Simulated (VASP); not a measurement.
```
CELL_PARAMETERS angstrom
      4.23425     0.00000     0.00000
      0.00000     4.23425     0.00000
      0.00000     0.00000     4.23425
ATOMIC_POSITIONS crystal
  Ba 0.00000 0.00000 0.00000
  Zr 0.50000 0.50000 0.50000
  O  0.50000 0.00000 0.50000
  O  0.00000 0.50000 0.50000
  O  0.50000 0.50000 0.00000
```

Method: PBE GGA, VASP's PBE PAW potentials (set 64) (plane waves; VASP). Settings: 620 eV cut-off, 5×5×5 Γ-centred mesh, Gaussian smearing of 0.050 eV, potentials Ba_sv Zr_sv O.

Energy and stress use the plane-wave basis of the starting cell.

**Question.** The ions, cell shape and volume at an external pressure of 5.0 GPa are relaxed. Which structure does the run end with?

**Answer.** 
```
CELL_PARAMETERS angstrom
      4.19076     0.00000     0.00000
      0.00000     4.19076     0.00000
      0.00000     0.00000     4.19076
ATOMIC_POSITIONS crystal
  Ba 0.00000 0.00000 0.00000
  Zr 0.50000 0.50000 0.50000
  O  0.50000 0.00000 0.50000
  O  0.00000 0.50000 0.50000
  O  0.50000 0.50000 0.00000
```
Space group Pm-3m (221), at a tolerance of 0.03 Å.

**Question.** How do energy and volume change from the first to the last step?

**Answer.** The energy (σ→0) changes by +7.0 meV/atom and the volume by -3.0 %, in 3 ionic steps.

```
step  E(σ→0) (eV)  max force (eV/Å)  pressure (GPa)  volume (Å³)
----  -----------  ----------------  --------------  -----------
1        -41.7335             0.000            0.00        75.92
2        -41.5525             0.000           12.19        70.82
3        -41.6985             0.000            4.96        73.60
```

The compound is BaZrO3 in the cubic perovskite structure. This run relaxes it under an external pressure of 5 GPa. Symmetry was kept, so distortions that lower it aren't found.
